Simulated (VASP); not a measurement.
Data:

```
Pd
1.0
    0.00000     1.93587     1.93587
    1.93587     0.00000     1.93587
    1.93587     1.93587     0.00000
Pd
1
Cartesian
  0.00000   0.00000   0.00000
```

All values below come from PBEsol GGA, VASP's PBE PAW potentials (set 64) (plane waves; VASP 6.6.1). Settings: 400 eV cut-off, 15×15×15 Γ-centred mesh, first-order Methfessel-Paxton smearing of 0.10 eV, potentials Pd.

### Question
Estimate the energy per atom (σ→0), band gap (on the k-mesh) with the smallest direct gap where there is one.

### Answer

```json
{
 "band gap (on the k-mesh)": "none (metal, semimetal or under 0.01 eV)",
 "energy per atom (σ→0)": "-575.7 kJ/mol of atoms"
}
```

The absolute energy has meaning only against runs of the same code, potentials and settings.

The compound is Pd in the fcc structure. It was relaxed first. The start is the result of an earlier pass.
